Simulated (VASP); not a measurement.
Input of a VASP 6.6.1 run:

File INCAR:

```
SYSTEM = Ti2RuC3
PREC = Normal
ENCUT = 520
EDIFF = 1E-4
ISMEAR = 0
SIGMA = 0.15
LREAL = .False.
LASPH = .True.
NELM = 60
ALGO = Fast
ISIF = 3
LWAVE = .False.
LCHARG = .False.
GGA = PE
IBRION = 2
NSW = 24
EDIFFG = -0.08
```

KPOINTS

```
regular mesh
0
Gamma
  6 6 3
  0 0 0
```

The input POSCAR:

```
Ti2RuC3
1.0
    3.1895103600      0.0000000000      0.0000000000
   -1.5947551800      2.7621970000      0.0000000000
    0.0000000000      0.0000000000      7.8455801500
Ti Ru C
2 1 3
Direct
    0.3333333300      0.6666666700      0.6600000000
    0.6666666700      0.3333333300      0.3400000000
    0.0000000000      0.0000000000      0.0000000000
    0.0000000000      0.0000000000      0.5000000000
    0.3333333300      0.6666666700      0.1650000000
    0.6666666700      0.3333333300      0.8350000000
```

Potentials or basis: VASP PAW PBE potentials, release 64 (Ti_sv, Ru_pv, C).

Command:

```console
$ cat potpaw_PBE.64/Ti_sv/POTCAR potpaw_PBE.64/Ru_pv/POTCAR potpaw_PBE.64/C/POTCAR > POTCAR
$ mpirun -np 1 vasp_std > vasp.out
```

Problem. What does it give for the relaxed volume?

Solution. 10.07 Å³/atom.

Problem. Estimate the relaxed cell.

Solution. a = 3.111 Å, b = 3.111 Å, c = 7.212 Å, α = 90.00°, β = 90.00°, γ = 120.00°.

Problem. Predict the band gap on the k mesh.

Solution. None (metal or under the smearing width).

Forces in eV/Å, atoms in the order of the input:
```
Ti   0.000  0.000  0.020
Ti   0.000  0.000 -0.020
Ru   0.000  0.000  0.000
C    0.000  0.000  0.000
C    0.000  0.000 -0.013
C    0.000  0.000  0.013
```

Caveat: the k mesh is coarse (spacing up to 0.38 Å⁻¹), so the values aren't converged; the relaxation stopped at a loose force limit of 0.08 eV/Å, so its end isn't a converged minimum.
